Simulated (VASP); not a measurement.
The input files of a VASP run:

File KPOINTS:
```
Automatic mesh
0
G
11 11 11
```

**POSCAR**
```
CuI
1.0
  3.3664607192   0.0000000000   0.0000000000
  0.0000000000   3.3664607192   0.0000000000
  0.0000000000   0.0000000000   3.3664607192
Cu I
1 1
Cartesian
  0.0000000000   0.0000000000   0.0000000000
  1.6832303596   1.6832303596   1.6832303596
```

INCAR:
```
SYSTEM  =  CuI
PREC  =  Accurate; ENCUT  =  500; LREAL  =  .FALSE.
LASPH  =  .TRUE.
EDIFF  =  1E-6; NELM  =  100; ALGO  =  Normal
LMAXMIX  =  4
ISMEAR  =  1; SIGMA  =  0.1
GGA  =  PS
IBRION  =  2; NSW  =  40; ISIF  =  3
EDIFFG  =  -0.02; PSTRESS  =  200
LWAVE  =  .FALSE.; LCHARG  =  .FALSE.
```

POTCAR, in this order: Cu I (PBE.64 set). Program: vasp_std.

Question: Translate this PBEsol calculation to Quantum ESPRESSO's pw.x.

Answer: One equivalent input (not run):
```
&CONTROL
  calculation = 'vc-relax'
  pseudo_dir = './pseudo'
  outdir = './out'
  tprnfor = .true.
  tstress = .true.
  nstep = 40
  forc_conv_thr = 0.00078
/
&SYSTEM
  ibrav = 0
  nat = 2
  ntyp = 2
  ecutwfc = 92
  occupations = 'smearing'
  smearing = 'methfessel-paxton'
  degauss = 0.00735
  input_dft = 'pbesol'
/
&ELECTRONS
  conv_thr = 7.3e-08
  electron_maxstep = 100
/
&IONS
/
&CELL
  press = 200
/
ATOMIC_SPECIES
  Cu 63.546 Cu.upf
  I 126.904 I.upf
CELL_PARAMETERS angstrom
     3.3664607   -0.0000000   -0.0000000
    -0.0000000    3.3664607   -0.0000000
     0.0000000    0.0000000    3.3664607
ATOMIC_POSITIONS crystal
  Cu   0.0000000  0.0000000  0.0000000
  I    0.5000000  0.5000000  0.5000000
K_POINTS automatic
  11 11 11 0 0 0
```
What does not carry over: the potentials are each code's own (VASP's PAW set, PseudoDojo norm-conserving files in pw.x), so ENCUT and ecutwfc are chosen apart and not converted; conv_thr bounds pw.x's estimated SCF error, while EDIFF bounds the energy change between steps; forc_conv_thr acts on force components and is met together with etot_conv_thr.

The structure was generated: CuI was put into the CsCl type type (Pm-3m), which need not be its known phase. This run relaxes it under an external pressure of 20 GPa. Symmetry was kept, so distortions that lower it aren't found.
